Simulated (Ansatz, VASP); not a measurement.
# Cross-check of Zn (Zinc) between VASP and Ansatz, part 2 of 2

One calculation is typed for both programs; each brings its own data sets. How far apart do they land? The cell is taken from a series of runs on this material, whose earlier steps may have relaxed, scaled, displaced or heated it; both programs get it as it stands.

VASP 6.6.1 and Ansatz 0.2.0.

So far: Set-up; Ansatz: zone-centre phonons, LDA, pair 1; VASP: zone-centre phonons, LDA, pair 1.

## 3. VASP: zone-centre phonons, LDA, pair 1 (continued)

Level of this step: LDA; plane waves and PAW (Zn) (VASP).

Numbers of over 12 decimals in the logs are rounded to 6 here.

Parts of OUTCAR (step 3):

```text
ion  position               nearest neighbor table
   1  0.333  0.667  0.250-   2 2.92   2 2.92   2 2.92   2 2.92   2 2.92   2 2.92
   2  0.667  0.333  0.750-   1 2.92   1 2.92   1 2.92   1 2.92   1 2.92   1 2.92

  LATTYP: Found a hexagonal cell.
 ALAT       =     2.6700000000
 C/A-ratio  =     1.8599250936

 Subroutine GETGRP returns: Found 24 space group operations
 (whereof 12 operations were pure point group operations)

The static configuration has the point symmetry D_3d.
 The point group associated with its full space group is D_6h.

 Found     42 irreducible k-points:

   k-points           NKPTS =     42   k-points in BZ     NKDIM =     42   number of bands    NBANDS=     18

   dimension x,y,z NGX =    20 NGY =   20 NGZ =   36
   dimension x,y,z NGXF=    40 NGYF=   40 NGZF=   72

   ENCUT  =  500.0 eV  36.75 Ry    6.06 a.u.   4.87  4.87  9.05*2*pi/ulx,y,z

   NELECT =      24.0000    total number of electrons

 k-points in reciprocal lattice and weights: Automatic mesh
   0.00000000  0.00000000  0.00000000       0.003
   0.10000000  0.00000000  0.00000000       0.015
   0.20000000  0.00000000  0.00000000       0.015
   0.30000000  0.00000000  0.00000000       0.015
   0.40000000  0.00000000  0.00000000       0.015
   0.50000000  0.00000000  0.00000000       0.007
   0.10000000  0.10000000  0.00000000       0.015
   0.20000000  0.10000000  0.00000000       0.030
   0.30000000  0.10000000  0.00000000       0.030
[...]
0.40000000  0.20000000  0.50000000       0.015
   0.30000000  0.30000000  0.50000000       0.015

 average (electrostatic) potential at core
       1 -38.1208       2 -38.1208

  Total       -1.7819549     -1.7819549     -1.6070180      0.0000000      0.0000000      0.0000000
  in kB      -93.1209559    -93.1209559    -83.9791448      0.0000000      0.0000000      0.0000000
  external PRESSURE =     -90.0736856 kB  Pullay stress =       0.0000000 kB

  energy-cutoff  :      500.00
  volume of cell :       30.66
      direct lattice vectors                 reciprocal lattice vectors
     2.670000000  0.000000000  0.000000000     0.374531835  0.216236056  0.000000000
    -1.335000000  2.312287828  0.000000000     0.000000000  0.432472112  0.000000000
     0.000000000  0.000000000  4.966000000     0.000000000  0.000000000  0.201369311

 POSITION                                       TOTAL-FORCE (eV/Angst)
 -----------------------------------------------------------------------------------
     -0.00000      1.54153      1.24150         0.000000      0.000000     -0.000000
      1.33500      0.77076      3.72450        -0.000000     -0.000000      0.000000
 -----------------------------------------------------------------------------------
    total drift:                               -0.000000      0.000000      0.000000

 Eigenvectors and eigenvalues of the dynamical matrix
 ----------------------------------------------------

   1 f  =    2.768789 THz    17.396815 2PiTHz   92.356865 cm-1    11.450787 meV
             X         Y         Z           dx          dy          dz
     -0.000000  1.541525  1.241500    -0.000000    0.000000   -0.707107
      1.335000  0.770763  3.724500     0.000000    0.000000    0.707107

   2 f  =    1.757606 THz    11.043362 2PiTHz   58.627412 cm-1     7.268869 meV
             X         Y         Z           dx          dy          dz
     -0.000000  1.541525  1.241500    -0.707107    0.000018    0.000000
      1.335000  0.770763  3.724500     0.707107   -0.000018    0.000000

   3 f  =    1.757606 THz    11.043362 2PiTHz   58.627412 cm-1     7.268869 meV
             X         Y         Z           dx          dy          dz
     -0.000000  1.541525  1.241500     0.000018    0.707107   -0.000000
      1.335000  0.770763  3.724500    -0.000018   -0.707107    0.000000

   4 f  =    0.000000 THz     0.000000 2PiTHz    0.000001 cm-1     0.000000 meV
             X         Y         Z           dx          dy          dz
     -0.000000  1.541525  1.241500    -0.469830   -0.528451   -0.000000
      1.335000  0.770763  3.724500    -0.469830   -0.528451    0.000000

   5 f  =    0.000000 THz     0.000000 2PiTHz    0.000000 cm-1     0.000000 meV
             X         Y         Z           dx          dy          dz
     -0.000000  1.541525  1.241500     0.000000    0.000000    0.707107
      1.335000  0.770763  3.724500    -0.000000    0.000000    0.707107

   6 f/i=    0.000000 THz     0.000000 2PiTHz    0.000000 cm-1     0.000000 meV
             X         Y         Z           dx          dy          dz
     -0.000000  1.541525  1.241500    -0.528451    0.469830   -0.000000
      1.335000  0.770763  3.724500    -0.528451    0.469830    0.000000

 ELASTIC MODULI CONTR FROM IONIC RELAXATION (kBar)
 Direction    XX          YY          ZZ          XY          YZ          ZX
 --------------------------------------------------------------------------------
 XX         -25.0564     25.0564      0.0000      0.0000      0.0000      0.0000
 YY          25.0564    -25.0564      0.0000     -0.0000      0.0000      0.0000
 ZZ           0.0000      0.0000      0.0000      0.0000      0.0000      0.0000
 XY           0.0000     -0.0000      0.0000    -25.0564      0.0000      0.0000
 YZ           0.0000      0.0000      0.0000      0.0000      0.0000      0.0000
 ZX           0.0000      0.0000      0.0000      0.0000      0.0000      0.0000
 --------------------------------------------------------------------------------
```

## 4. Side by side

Known differences besides the potentials themselves: the two LDA forms differ slightly; VASP's run holds the zone centre alone; the cutoff is 260 eV in Ansatz and 500 eV in VASP; VASP's log shows a relativistic correction to its local exchange, Ansatz's none; Ansatz's log warns that its cutoff lies below the recommended one. Total energies have different zeros and are not compared.

Both answers:

```csv
quantity,Ansatz,VASP,difference
optical mode 1 to 2 (cm⁻¹),81.6,58.6,+39.22 %
optical mode 3 (cm⁻¹),143.8,92.4,+55.66 %
```

Modes are paired by rising frequency, not by their patterns, so a pair may set unlike modes beside each other; they are those without the splitting of longitudinal modes.

## 5. Ansatz: zone-centre phonons, LDA, pair 2

Second derivatives magnify differences that forces hide, and they need a tight electronic threshold.

The cell is taken from a series of runs on this material, whose earlier steps may have relaxed, scaled, displaced or heated it; both programs get it as it stands.

Input file input.yaml:

```yaml
crystal:
  lattice:
    - [2.67, 0.0, 0.0]
    - [-1.335, 2.3122878281, 0.0]
    - [0.0, 0.0, 4.966]
  atoms:
    - { symbol: Zn, position: [0.3333333333, 0.6666666667, 0.25] }
    - { symbol: Zn, position: [0.6666666667, 0.3333333333, 0.75] }
kpoints:
  mp_grid: { grid: [10, 10, 4] }
hamiltonian:
  xc: lda
  pseudopotentials: { kind: paw, azcp: { folder: soft_1 }, xc_functional: pbe }
scf:
  occupations: { method: methfessel_paxton, width: 0.2 }
output:
  eigenvalues: true
basis:
  ecutwfc: 260.0
phonons:
  method: dfpt
```

On the command line:

```bash
$ ansatz run input.yaml --threads 8 --pin off --max-ram 15360MiB --backend cpu --events-out ev --progress --plain --runs-dir out
```

Output:

```text
[...]
zone centre: on kpoints.mp_grid the ground state, and the responses unless they are solved on pairs of k-points, stand on 93 of the mesh's 400 k-points, reduced under 4 symmetry operations, with k and −k counted as one. Each operation leaves every solved displacement unchanged or reverses it
[...]
Crystal: 2 atoms, lattice volume = 30.659 Å³
[...]
k mesh reduced under 4 symmetry operations, with k and −k counted as one. Each operation leaves every solved displacement unchanged or reverses it
  ASR residual: 4.192e-5 → 0.000e0 eV/Å²; symmetrization residual: 7.198e-13 eV/Å²
  ASR residual per site (eV/Å²): 4.19e-5 4.19e-5
  Γ frequencies (cm⁻¹): 0.00 0.00 0.00 81.62 81.62 143.76
  non-analytic LO–TO correction: not included (Born effective charges unavailable; polar crystals: no LO–TO splitting at Γ)
[key lines of the parts left out:]
SCF converged after 9 iterations
Free energy (F): -6491.042838 eV
Fermi energy:    10.268376 eV
```

## 6. VASP: zone-centre phonons, LDA, pair 2

The same cell, functional (in two slightly different forms), mesh and smearing now go to VASP, with its own data sets.

Input file INCAR:

```
SYSTEM = Zn
PREC = Accurate
ENCUT = 500
EDIFF = 1E-08
NELM = 120
ISMEAR = 1
SIGMA = 0.2
LREAL = .FALSE.
ALGO = Normal
GGA = CA
NBANDS = 18
LORBIT = 11
LWAVE = .FALSE.
LCHARG = .FALSE.
ISIF = 2
IBRION = 8
LASPH = .TRUE.
GGA_COMPAT = .FALSE.
KPAR = 2
```

Input file POSCAR:

```
Zn
1.0
    2.6700000000      0.0000000000      0.0000000000
   -1.3350000000      2.3122878281      0.0000000000
    0.0000000000      0.0000000000      4.9660000000
Zn
2
Direct
    0.3333333333      0.6666666667      0.2500000000
    0.6666666667      0.3333333333      0.7500000000
```

Input file KPOINTS:

```
Automatic mesh
0
Gamma
10 10 4
0 0 0
```

PAW data sets: Zn (LDA family, release 64).

On the command line:

```bash
$ mpirun -np 2 vasp_std
```

Output:

```text
[... set-up lines as in an earlier step ...]
 entering main loop
       N       E                     dE             d eps       ncg     rms          rms(c)
[... 12 cycles as in an earlier step ...]
   1 F= -.36835512E+01 E0= -.36840468E+01  d E =0.148670E-02
 Linear response reoptimize wavefunctions to high precision
[... 2 cycles as in an earlier step ...]
 Linear response DOF=           2
 Linear response progress:
  Degree of freedom:   1/  2
       N       E                     dE             d eps       ncg     rms          rms(c)
[... 11 cycles as in an earlier step ...]
 first order change of Fermi-energy  -0.19960E-04
 force on displaced ion       1 direction 1 :  -0.413  -0.000   0.000
 Linear response progress:
  Degree of freedom:   2/  2
       N       E                     dE             d eps       ncg     rms          rms(c)
[... 12 cycles as in an earlier step ...]
 first order change of Fermi-energy  -0.27559E-04
 force on displaced ion       1 direction 3 :   0.000  -0.000  -1.026
 Linear response finished
```

From OUTCAR (step 6):

```text
[... 4 parts as in an earlier step ...]
```

## 7. Side by side

The two programs side by side:

```csv
quantity,Ansatz,VASP,difference
optical mode 1 to 2 (cm⁻¹),81.6,58.6,+39.22 %
optical mode 3 (cm⁻¹),143.8,92.4,+55.66 %
```

Modes are paired by rising frequency, not by their patterns, so a pair may set unlike modes beside each other; they are those without the splitting of longitudinal modes.

## 8. Summary of results

```
r.m.s. difference of the optical zone-centre modes, each program's sorted by frequency (zone-centre phonons, LDA, pair 1) : 35 cm⁻¹
difference in optical mode 3 (zone-centre phonons, LDA, pair 1)                                                           : +55.7 %
r.m.s. difference of the optical zone-centre modes, each program's sorted by frequency (zone-centre phonons, LDA, pair 2) : 35 cm⁻¹
difference in optical mode 3 (zone-centre phonons, LDA, pair 2)                                                           : +55.7 %
```

What this shows: The r.m.s. difference of the optical zone-centre modes, each program's sorted by frequency is 35 cm⁻¹ (zone-centre phonons, LDA, pair 1). Among the rows given in per cent, the largest difference of the zone-centre phonons, LDA, pair 1 pair is in optical mode 3, +55.7 %. Ansatz's own log doubts the convergence of its zone-centre phonons, LDA, pair 1 run, which may account for the difference. Among the rows given in per cent, the largest difference of the zone-centre phonons, LDA, pair 2 pair is in optical mode 3, +55.7 %. Ansatz's own log doubts the convergence of its zone-centre phonons, LDA, pair 2 run, which may account for the difference. Such differences can come from data sets, numerical settings and the points named under the comparisons, not from the functional's error against experiment.

[Lines on the potential files, build, host, timing and source positions are cut from VASP's logs without a mark.]

[Logs are printed without paths, hosts, clocks, repeated set-up lines and the standing remarks that a program may print on its own settings, such as how far it seeks lower states.]

[Hosts, paths, dates, database ids (printed as entryN), source tags and the programs' standing remarks are cut or masked in the printed files.]
